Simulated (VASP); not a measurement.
These are PBEsol GGA, VASP's PBE PAW potentials (set 64) (plane waves; VASP) values and carry that method's errors.

The input files of a VASP run:

**KPOINTS**
```
Automatic mesh
0
Gamma
3 3 4
0.5 0.5 0.5
```

**POSCAR**
```
VBiO4
1.0
 -2.5610550000   2.5610550000   5.7960650000
  2.5610550000  -2.5610550000   5.7960650000
  2.5610550000   2.5610550000  -5.7960650000
V Bi O
2 2 8
Cart
  0.0111687609   0.0077523135   5.7761902931
  2.5863018802   0.0084412373   2.9022288511
  0.0051758922   0.0055959052   0.0126759942
  0.0042078134   2.5449792578   2.8754800111
  3.2658522139   1.2917346767  -0.9347314025
  3.8273737669   0.7362674577   1.9692014916
 -0.7283384315   1.3080690855   4.8901632248
  1.2929486167  -0.7088283145   1.9936145174
  1.8380563682   1.2435791595   3.8175376398
  1.2612401948   1.8223878337   0.9481956615
  3.2754049490  -1.2883899388   3.8152713784
  1.2879878532   0.7115763265   6.7105739318
```

INCAR:
```
EDIFF  =  1E-6
LASPH  =  .True.   ! aspherical one-centre terms
LMAXMIX  =  4   ! l cut-off of mixed one-centre charges
SIGMA  =  0.05   ! width (eV)
GGA  =  PS
LCHARG  =  .False.
ISMEAR  =  0
ALGO  =  Normal   ! blocked Davidson
SYSTEM  =  VBiO4
ISIF  =  2   ! forces and stress, cell fixed
NELM  =  100
LWAVE  =  .False.
LREAL  =  .False.   ! projection in real space or not
ENCUT  =  400   ! plane-wave cut-off (eV)
PREC  =  Accurate
```

POTCAR, in this order: V_sv Bi_d O (PBE.64 set). Program: vasp_std.

At this cut-off the stress carries a Pulay error, which pulls relaxed volumes low.

Q: Predict the energy per atom (σ→0), pressure, largest force.

A: 
```yaml
energy per atom (σ→0): -7.802 eV/atom
pressure: -6.76 GPa
largest_force: 1.224 eV/Å
```

File OSZICAR:
```
...
DAV:  13    -0.936185932921E+02    0.28532E-02   -0.10867E-02  3048   0.846E-01    0.183E-01
DAV:  14    -0.936186042984E+02   -0.11006E-04   -0.28895E-03  2930   0.271E-01    0.195E-01
DAV:  15    -0.936186673466E+02   -0.63048E-04   -0.72190E-04  2960   0.208E-01    0.113E-01
DAV:  16    -0.936185919794E+02    0.75367E-04   -0.41491E-04  2712   0.184E-01    0.519E-02
DAV:  17    -0.936185831208E+02    0.88585E-05   -0.34590E-05  2372   0.448E-02    0.101E-02
DAV:  18    -0.936185815723E+02    0.15485E-05   -0.79315E-06  2628   0.183E-02    0.697E-03
DAV:  19    -0.936185816232E+02   -0.50853E-07   -0.31507E-06  2076   0.913E-03
   1 F= -.93618582E+02 E0= -.93618582E+02  d E =-.122110E-19
```

The structure comes from a computed database's VBiO4 entry; how it stands against other phases isn't given here. The cell was not relaxed at this level, atoms are displaced from their ideal sites. The k-mesh is coarse (spacing up to 0.45 per Å, 2π included), so the numbers may not be converged in it. The run is not spin-polarised, so no magnetic state was tried.
